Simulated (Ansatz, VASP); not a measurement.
## AlNi in two plane-wave programs

Wanted: the spread between two codes on one cell, functional and k mesh. The structure shown is the end of the Ansatz relaxation below.

Main program and level: Ansatz 0.2.0; plane waves, with VASP 6.6.1 beside it; single point at LDA.

## (1) Starting point

It takes space group Cmmm (No. 65, orthorhombic). Conventional cell: a = 3.965 Å, b = 4.002 Å, c = 2.851 Å, α = 90.00°, β = 90.00°, γ = 90.00°. Al has 8 Ni at 2.44 to 2.46 Å nearest. Nearest to Ni lie 8 Al at 2.44 to 2.46 Å. Farther neighbours are not listed.

## (2) Ansatz: relaxation, LDA

Ansatz runs on its PAW soft_1 files.

This run makes the geometry at which the two programs are then compared.

input.yaml

```yaml
crystal:
  lattice:
    - [2.8177570337, -0.0141595831, 0.0]
    - [-0.0141595831, 2.8177570337, 0.0]
    - [0.0, 0.0, 2.8319166168]
  atoms:
    - { symbol: Al, position: [0.0, 0.0, 0.0] }
    - { symbol: Ni, position: [0.5, 0.5, 0.5] }
  conventional_axes: [[1, 1, 0], [-1, 1, 0], [0, 0, 1]]
kpoints:
  mp_grid: { grid: [16, 16, 16] }
hamiltonian:
  xc: lda
  pseudopotentials: { kind: paw, azcp: { folder: soft_1 }, xc_functional: pbe }
scf:
  occupations: { method: methfessel_paxton, width: 0.2 }
output:
  forces: true
  stress: true
  eigenvalues: true
relax:
  adjacent_minimum: "off"
  f_tol: 0.001
  max_steps: 60
  cell: { stress_tol: 0.01, fix: [a, angles] }
```

On the command line:

```console
> ansatz run input.yaml --threads 4 --pin off --max-ram 10240MiB --backend cpu --events-out ev --progress --plain --runs-dir out
```

Numbers of over 12 decimals in the logs are rounded to 6 here.

Output:

```text
Engine: ansatz 0.2.0, x86_64-unknown-linux-gnu
Pseudopotentials: kind: paw
Pseudopotential: Al, paw, valence charge 3, recommended cutoff 420 eV (normal), soft_1/Al.paw.azcp
Pseudopotential: Ni, paw, valence charge 18, recommended cutoff 420 eV (normal), soft_1/Ni.paw.azcp
Functional definition: SPW92
  exchange = slater_x
  correlation = pw_c
Crystal: 2 atoms, lattice volume = 22.484 Å³
Basis set: ecut = 420 eV, 461 PW (Γ)
Bands: 15, of which v1, the nominal top of the filled ones, is band 11 counted from 1 (10 counted from 0)
Symmetry: 8 space group operations
Space group: Cmmm (ITA 65), of the structure as read, at distance tolerance 2.8e-5 Å
k-points: 657 of 4096
Non-local potential: Al, projectors of the file, l = 0: 2, l = 1: 2, l = 2: 1
Non-local potential: Ni, projectors of the file, l = 0: 3, l = 1: 2, l = 2: 3, l = 3: 1
PAW form: soft (Blöchl's): semilocal exchange-correlation on the pseudo side does not see the compensation charge
PAW frozen core: Al, regenerated for the run's functional, and the local potential with it (the file was generated under x = pbe(κ = 0.804, μ = 0.219515), c = pbe(β = 0.066725))
PAW frozen core: Ni, regenerated for the run's functional, and the local potential with it (the file was generated under x = pbe(κ = 0.804, μ = 0.219515), c = pbe(β = 0.066725))
PAW one-centre angular grid: Al, 110 points (default); XC on 64 Gauss nodes
PAW one-centre angular grid: Ni, 590 points (default); XC on 64 Gauss nodes
Initial density: superposition of atomic densities (chi_scale 0.1, normalization cell, long waves kept (reshape's long-wave potential 0.00 eV rms))
Initial wavefunctions: pseudopotential atomic-orbital guess
Functional: x = slater, c = lda
SCF iter   1: F=—  HF=-6288.049060 eV  |F-HF|=—  |Δ(HF+E_count)|=         —  Δρ=7.09e-2  dr2=1.23e0  ethr=3.10e-3  ⟨swp⟩=4.0  Hψ=43752  notcnv=0
preconditioner: auto → none  [metal: Δε(μ)=0.014 eV  Ē_g=10.585 eV  σ=0.200 eV  W_gap=0.06  n_scr=6 (ndim 8)  ℏωp=28.2 eV  f_vac=0.000  D(μ)=0.55/eV (n_scr^D=0)  sad-step TF]
SCF iter   2: F=—  HF=-6287.878375 eV  |F-HF|=—  |Δ(HF+E_count)|=   1.71e-1  S|Δr|=    0.00e0  Δρ=5.63e-2  dr2=7.94e-1  ethr=3.10e-3  ⟨swp⟩=2.0  Hψ=17575  notcnv=0  defer=172
SCF iter   3: F=—  HF=-6287.683038 eV  |F-HF|=—  |Δ(HF+E_count)|=   1.95e-1  S|Δr|=    0.00e0  Δρ=1.54e-2  dr2=5.56e-2  ethr=3.10e-3  ⟨swp⟩=2.0  Hψ=12498  notcnv=0  defer=172
SCF iter   4: F=—  HF=-6287.672129 eV  |F-HF|=—  |Δ(HF+E_count)|=   1.09e-2  S|Δr|=    0.00e0  Δρ=4.03e-3  dr2=1.97e-3  ethr=2.65e-4  ⟨swp⟩=1.3  Hψ=15265  notcnv=0  defer=163
SCF iter   5: F=—  HF=-6287.672195 eV  |F-HF|=—  |Δ(HF+E_count)|=   6.63e-5  S|Δr|=    0.00e0  Δρ=1.83e-3  dr2=3.54e-4  ethr=9.39e-6  ⟨swp⟩=2.2  Hψ=13901  notcnv=0  defer=163
SCF iter   6: F=—  HF=-6287.672098 eV  |F-HF|=—  |Δ(HF+E_count)|=   9.69e-5  S|Δr|=    0.00e0  Δρ=4.59e-4  dr2=2.36e-5  ethr=1.68e-6  ⟨swp⟩=2.4  Hψ=14415  notcnv=0  defer=163
SCF iter   7: F=—  HF=-6287.672105 eV  |F-HF|=—  |Δ(HF+E_count)|=   6.06e-6  S|Δr|=    0.00e0  Δρ=5.56e-5  dr2=3.57e-7  ethr=1.12e-7  ⟨swp⟩=2.2  Hψ=13397  notcnv=0  defer=164
SCF iter   8: F=-6287.672104 eV  HF=-6287.672104 eV  |F-HF|=2.23e-9  |Δ(HF+E_count)|=   7.60e-8  S|Δr|=    0.00e0  Δρ=3.91e-6  dr2=1.98e-9  ethr=4.76e-10  ⟨swp⟩=5.9  Hψ=45220  notcnv=0
SCF 1 converged in 8 iterations: F = -6287.672104 eV  dr2 = 1.98e-9
  greatest PAW one-centre occupation: 1.001 electrons in one spin orbital (limit 2), on the Ni atom at site 1 (counted from 0), in its partial waves of l = 1
relax step   1: F+E_penalty+E_count = -6287.67210445 eV  Δ(F+E_penalty+E_count) = +0.000e0 eV  max|allowed force component| = 1.933e-29 eV/Å  Δτ_max = 0.0000 Å  P = +1.930 GPa  Ω = 22.484 Å³  fix = [a, alpha, beta, gamma]  reactions: a +3.462 GPa  (8 SCF iters, dr2 threshold 1.00e-7 eV, accepted)
[...]
relax step   2: F+E_penalty+E_count = -6287.67258441 eV  Δ(F+E_penalty+E_count) = -4.800e-4 eV  max|allowed force component| = 1.943e-29 eV/Å  Δτ_max = 0.0000 Å  P = +1.354 GPa  Ω = 22.552 Å³  energy of the carried Pulay correction = -2.144e-5 eV  fix = [a, alpha, beta, gamma]  reactions: a +2.967 GPa  (3 SCF iters, dr2 threshold 2.00e-7 eV, accepted)
[...]
relax step   3: F+E_penalty+E_count = -6287.67275409 eV  Δ(F+E_penalty+E_count) = -1.697e-4 eV  max|allowed force component| = 3.885e-29 eV/Å  Δτ_max = 0.0000 Å  P = +0.813 GPa  Ω = 22.616 Å³  energy of the carried Pulay correction = -4.185e-5 eV  fix = [a, alpha, beta, gamma]  reactions: a +2.445 GPa  (3 SCF iters, dr2 threshold 2.00e-7 eV, accepted)
[...]
relax step   4: F+E_penalty+E_count = -6287.67275485 eV  Δ(F+E_penalty+E_count) = -7.634e-7 eV  max|allowed force component| = 1.026e-28 eV/Å  Δτ_max = 0.0000 Å  P = +0.802 GPa  Ω = 22.617 Å³  energy of the carried Pulay correction = -4.219e-5 eV  fix = [a, alpha, beta, gamma]  reactions: a +2.419 GPa  (4 SCF iters, dr2 threshold 3.06e-9 eV, accepted)
[...]
relax step   5: F+E_penalty+E_count = -6287.67280124 eV  Δ(F+E_penalty+E_count) = -4.639e-5 eV  max|allowed force component| = 1.018e-28 eV/Å  Δτ_max = 0.0000 Å  P = +0.807 GPa  Ω = 22.617 Å³  fix = [a, alpha, beta, gamma]  reactions: a +2.421 GPa  stress off target by 8.66e-3 GPa on what of the cell is left free  SCF on the basis re-selected at this cell (its energy is not comparable with the rows above)  (5 SCF iters)
basis re-selected at this cell: Δ(F+E_penalty+E_count) = -4.639e-5 eV, ΔP = +0.005 GPa vs the last step (what re-selecting the basis moved, of the pressure what is left beyond the Pulay correction that the steps carried, after the strain that the cell walked since its last selection, with what the two solves' SCF thresholds leave and, on support functions, any second-order correction that the steps lacked; it is no m [...]
SCF converged after 5 iterations
Stability not checked: this state was not tested for a lower state beside it, because cold or Methfessel-Paxton smearing, or corrected tetrahedra, fill the levels in a way that the test cannot read (fill_not_monotonic; see scf.lower_state_search)
Free energy (F): -6287.672801 eV
Harris-Foulkes:  -6287.672801 eV  (|F-HF|=0.00e0)
Internal energy: -6287.673659 eV  (E = F + TS)
E sigma→0 (E₀):  -6287.673016 eV
Entropy (-TS):   0.000858 eV (0.429 meV/atom)
Fermi energy:    14.501148 eV
--- Per-component energies (eV) ---
  E_band       = -324.902568
  E_kinetic    = 371.128448
  E_local      = -3674.231385  (includes V_loc(G=0)·N_el)
  E_nonlocal   = -101.776713
  E_hartree    = 1932.702716
  E_xc         = -152.507529
  E_vxc        = -178.788052  (∫ρ·V_xc dr)
  E_paw        = -2037.649549  (= ΣΔE_a)
  E_vpaw       = -606.641104  (= ΣTr[D̂ρ^β])
  E_aug_tail   = 0.000840  (compensation charges beyond the density's cutoff)
  E_ewald      = -2625.830326
  E_core_change = 0.489838  (= ΣΔE_core)
  E_smearing   = 0.000858  (= −TS)
  E_closure    = -0.000000  (closes the sum)
  Σ components = -6287.672801   (vs F -6287.672801, Δ=0.00e0)
--- Forces (eV/Å), atoms counted from 1 ---
  atom   1  Al    -0.00000000    -0.00000000     0.00000000
  atom   2  Ni     0.00000000     0.00000000     0.00000000
  max |Σ_I F_I| component: 2.00e-28 eV/Å
--- Stress (GPa, compression-positive) ---
        1.206482       1.214546       0.000000
        1.214546       1.206482       0.000000
        0.000000       0.000000       0.008663
  P = ⅓ Tr σ = 0.8072 GPa (8.072 kbar)
--- Band table (eV; the first three rows and the last of 657) ---
  k-point 0: bands = [... 7 lower, 12.8083, 12.8346, 12.8604, 19.8930, 20.3113, 20.3730, 22.8085, 22.9104]
  k-point 1: bands = [... 7 lower, 12.7757, 12.8025, 12.8639, 19.1332, 20.4084, 20.4691, 22.9095, 23.5242]
  k-point 2: bands = [... 7 lower, 12.6854, 12.7138, 12.8738, 17.7672, 20.6923, 20.7504, 22.9066, 24.7265]
  k-point 656: bands = [... 7 lower, 13.4254, 13.4611, 16.3883, 16.4223, 16.5220, 18.5983, 19.1545, 19.2653]
--- Relaxed structure (4 steps of the walk, 4 accepted, 1 SCFs on fresh bases) ---
  F+E_penalty+E_count = -6287.67280124 eV   max|allowed force component| = 1.018e-28 eV/Å   (the final SCF, on the basis selected at the relaxed cell)
  cell:  # Å, volume = 22.6174 Å³
    - [2.816600, -0.013003, 0.0]
    - [-0.013003, 2.816600, 0.0]
    - [0.0, 0.0, 2.851022]
  atoms:
    - { symbol: Al, position: [0, 0, 0.0] }
    - { symbol: Ni, position: [0.500000, 0.500000, 0.500000] }
```

## (3) VASP: single point, LDA, pair 1

The same cell, functional (in two slightly different forms), mesh and smearing now go to VASP, with its own data sets.

Lines of VASP's logs that name or quote its potential files are left out, and so is its time.

INCAR

```
SYSTEM = AlNi
PREC = Accurate
ENCUT = 600
EDIFF = 1E-06
NELM = 120
ISMEAR = 1
SIGMA = 0.2
LREAL = .FALSE.
ALGO = Normal
GGA = PW92
NBANDS = 12
LASPH = .TRUE.
LORBIT = 11
LWAVE = .FALSE.
LCHARG = .FALSE.
ISIF = 2
GGA_COMPAT = .FALSE.
KPAR = 2
```

POSCAR

```
AlNi
1.0
    2.8166004042     -0.0130029536      0.0000000000
   -0.0130029536      2.8166004042      0.0000000000
    0.0000000000      0.0000000000      2.8510222333
Al Ni
1 1
Direct
    0.0000000000      0.0000000000      0.0000000000
    0.5000000000      0.5000000000      0.5000000000
```

KPOINTS

```
Automatic mesh
0
Gamma
16 16 16
0 0 0
```

PAW data sets: Al and Ni (LDA family, release 64).

On the command line:

```console
> mpirun -np 2 vasp_std
```

Output:

```text
[banner, memory and clock lines left out]
running    2 mpi-ranks, on    1 nodes
 distrk:  each k-point on    1 cores,    2 groups
 distr:  one band on    1 cores,    1 groups

 POSCAR found type information on POSCAR AlNi
 POSCAR found :  2 types and       2 ions
|                                                                             |
|               ----> ADVICE to this user running VASP <----                  |
|                                                                             |
|     You enforced a specific xc type in the INCAR file but a different       |
|     [... a line on the potential file left out ...]
|     I HOPE YOU KNOW WHAT YOU ARE DOING!                                     |
|                                                                             |

 LDA part: xc-table for (Slater(with rela. corr.)+PW92), standard interpolation
 POSCAR, INCAR and KPOINTS ok, starting setup
 FFT: planning ... GRIDC
 FFT: planning ... GRID_SOFT
 FFT: planning ... GRID
 WAVECAR not read
 entering main loop
       N       E                     dE             d eps       ncg     rms          rms(c)
DAV:   1     0.439825814016E+02    0.43983E+02   -0.61948E+03 15904   0.130E+03
DAV:   2    -0.118124337672E+02   -0.55795E+02   -0.51608E+02 16132   0.210E+02
DAV:   3    -0.135953218098E+02   -0.17829E+01   -0.17584E+01 18972   0.439E+01
DAV:   4    -0.136190283103E+02   -0.23707E-01   -0.23698E-01 17596   0.452E+00
DAV:   5    -0.136196322044E+02   -0.60389E-03   -0.60388E-03 19056   0.804E-01    0.120E+01
DAV:   6    -0.150825771773E+02   -0.14629E+01   -0.43945E+01 17516   0.109E+02    0.142E+01
DAV:   7    -0.122161309927E+02    0.28664E+01   -0.13289E+01 17648   0.653E+01    0.102E+00
DAV:   8    -0.122026041297E+02    0.13527E-01   -0.26030E-01 19040   0.576E+00    0.103E+00
DAV:   9    -0.121868424055E+02    0.15762E-01   -0.46243E-02 19184   0.324E+00    0.164E-01
DAV:  10    -0.121864986079E+02    0.34380E-03   -0.10203E-03 19032   0.470E-01    0.809E-02
DAV:  11    -0.121864994593E+02   -0.85137E-06   -0.31501E-05 18604   0.499E-02    0.239E-02
DAV:  12    -0.121864988848E+02    0.57447E-06   -0.32071E-06 15028   0.310E-02
   1 F= -.12186499E+02 E0= -.12186783E+02  d E =0.851305E-03
```

OUTCAR, selected parts (step 3):

```text
ion  position               nearest neighbor table
   1  0.000  0.000  0.000-   2 2.44   2 2.44   2 2.44   2 2.44   2 2.46   2 2.46   2 2.46   2 2.46

  LATTYP: Found a base centered orthorhombic cell.
 ALAT       =     3.9648855381
 B/A-ratio  =     1.0092759063
 C/A-ratio  =     0.7190679796

 Subroutine GETGRP returns: Found  8 space group operations
 (whereof  8 operations were pure point group operations)

The static configuration has the point symmetry D_2h.

 Found    657 irreducible k-points:

   k-points           NKPTS =    657   k-points in BZ     NKDIM =    657   number of bands    NBANDS=     12

   dimension x,y,z NGX =    24 NGY =   24 NGZ =   24
   dimension x,y,z NGXF=    48 NGYF=   48 NGZF=   48

   ENCUT  =  600.0 eV  44.10 Ry    6.64 a.u.   5.63  5.63  5.69*2*pi/ulx,y,z

   NELECT =      13.0000    total number of electrons

 k-points in reciprocal lattice and weights: Automatic mesh
   0.00000000  0.00000000  0.00000000       0.000
   0.06250000  0.00000000  0.00000000       0.001
   0.12500000  0.00000000  0.00000000       0.001
   0.18750000 -0.00000000  0.00000000       0.001
   0.25000000  0.00000000  0.00000000       0.001
   0.31250000  0.00000000  0.00000000       0.001
   0.37500000 -0.00000000  0.00000000       0.001
   0.43750000  0.00000000  0.00000000       0.001
   0.50000000  0.00000000  0.00000000       0.000
[...]
-0.43750000  0.43750000  0.50000000       0.000
   0.50000000  0.50000000  0.50000000       0.000

 average (electrostatic) potential at core
       1 -67.5803       2 -80.9026

 E-fermi :  10.5078

 k-point     1 :       0.0000    0.0000    0.0000
  band No.  band energies     occupation
    ...
      2       6.9809      2.00000
      3       6.9939      2.00000
      4       8.8006      2.00000
      5       8.8270      2.00000
      6       8.8529      2.00000
      7      15.9203      0.00000
      8      16.3386      0.00000
      9      16.4001      0.00000
     10      18.8581      0.00000
     11      18.9627      0.00000
    ...

 k-point     2 :       0.0625    0.0000    0.0000
  band No.  band energies     occupation
    ...
      2       6.9869      2.00000
      3       7.0045      2.00000
      4       8.7738      2.00000
      5       8.8191      2.00000
      6       8.8216      2.00000
      7      15.5363      0.00000
      8      16.0214      0.00000
      9      16.4689      0.00000
     10      18.8819      0.00000
     11      19.6924      0.00000
    ...

 k-point     3 :       0.1250    0.0000    0.0000
  band No.  band energies     occupation
    ...
      2       6.9688      2.00000
      3       7.0563      2.00000
      4       8.6774      2.00000
      5       8.7256      2.00000
      6       8.8296      2.00000
      7      14.0998     -0.00000
      8      16.3166      0.00000
      9      16.7570      0.00000
     10      18.8880      0.00000
     11      20.8593      0.00000
    ...

  Total        0.2164116      0.2164116      0.0438421      0.1716791      0.0000000      0.0000000
  in kB       15.3302541     15.3302541      3.1057037     12.1614711      0.0000000      0.0000000
  external PRESSURE =      11.2554040 kB  Pullay stress =       0.0000000 kB

  energy-cutoff  :      600.00
  volume of cell :       22.62
      direct lattice vectors                 reciprocal lattice vectors
     2.816600404 -0.013002954  0.000000000     0.355045505  0.001639082  0.000000000
    -0.013002954  2.816600404  0.000000000     0.001639082  0.355045505  0.000000000
     0.000000000  0.000000000  2.851022233     0.000000000  0.000000000  0.350751386

 POSITION                                       TOTAL-FORCE (eV/Angst)
 -----------------------------------------------------------------------------------
      0.00000      0.00000      0.00000         0.000000      0.000000      0.000000
      1.40180      1.40180      1.42551        -0.000000      0.000000      0.000000
 -----------------------------------------------------------------------------------
    total drift:                                0.000000      0.000000     -0.000000

  FREE ENERGIE OF THE ION-ELECTRON SYSTEM (eV)
  ---------------------------------------------------
  free  energy   TOTEN  =       -12.1864988848 eV

  energy  without entropy=      -12.1873501894  energy(sigma->0) =      -12.18678265

 total charge
# of ion       s       p       d       tot
------------------------------------------
    1        0.395   0.443   0.000   0.838
    2        0.504   0.565   8.525   9.594
--------------------------------------------------
tot          0.899   1.008   8.525  10.432

[... 3 further parts left out ...]
```

This run has no spin polarisation, so a moment on Ni, if there is one, isn't seen. Its electron count is odd, so without a moment it is a metal by construction.

## (4) Differences

Known differences besides the potentials themselves: the data sets hold 21 valence electrons in Ansatz (on its PAW soft_1 files) and 13 in VASP; the cutoff is 420 eV in Ansatz and 600 eV in VASP; VASP's log shows a relativistic correction to its local exchange, Ansatz's none; Ansatz's pressure holds a Pulay correction, VASP's none. Total energies have different zeros and are not compared.

Both answers:

| quantity | Ansatz | VASP | difference |
| --- | --- | --- | --- |
| pressure (GPa) | 0.81 | 1.13 | -0.32 |

## (5) Ansatz: relaxation, LDA

This run makes the geometry at which the two programs are then compared. The cell compared in this pair holds 22.82 Å³, against 22.62 Å³ for the pair before.

The structure compared here is the end of the Ansatz relaxation.

input.yaml: that of step 2 with these lines changed.

```diff
@@ -2,4 +2,4 @@
   lattice:
-    - [2.8177570337, -0.0141595831, 0.0]
-    - [-0.0141595831, 2.8177570337, 0.0]
+    - [2.8460761999, 0.0141595831, 0.0]
+    - [0.0141595831, 2.8460761999, 0.0]
     - [0.0, 0.0, 2.8319166168]
```

On the command line:

```console
> ansatz run input.yaml --threads 4 --pin off --max-ram 10240MiB --backend cpu --events-out ev --progress --plain --runs-dir out
```

Output:

```text
[...]
Crystal: 2 atoms, lattice volume = 22.938 Å³
Basis set: ecut = 420 eV, 461 PW (Γ)
Bands: 15, of which v1, the nominal top of the filled ones, is band 11 counted from 1 (10 counted from 0)
Symmetry: 8 space group operations
[...]
k-points: 657 of 4096
[...]
k-point 656: bands = [... 7 lower, 13.2842, 13.3162, 16.2249, 16.3103, 16.3563, 18.3633, 18.9747, 19.0470]
--- Relaxed structure (4 steps of the walk, 4 accepted, 1 SCFs on fresh bases) ---
[...]
cell:  # Å, volume = 22.8153 Å³
    - [2.846838, 0.013398, 0.0]
    - [0.013398, 2.846838, 0.0]
    - [0.0, 0.0, 2.815202]
  atoms:
    - { symbol: Al, position: [0, 0, 0.0] }
    - { symbol: Ni, position: [0.500000, 0.500000, 0.500000] }
[key lines of the parts left out:]
SCF converged after 4 iterations
Free energy (F): -6287.672804 eV
Fermi energy:    14.347606 eV
P = ⅓ Tr σ = -0.8131 GPa (-8.131 kbar)
```

(Continued in part 2 of 2.)

[Lines on the potential files, build, host, timing and source positions are cut from VASP's logs without a mark.]

[Logs are printed without paths, hosts, clocks, repeated set-up lines and the standing remarks that a program may print on its own settings, such as how far it seeks lower states.]

[Hosts, paths, dates, database ids (printed as entryN), source tags and the programs' standing remarks are cut or masked in the printed files.]
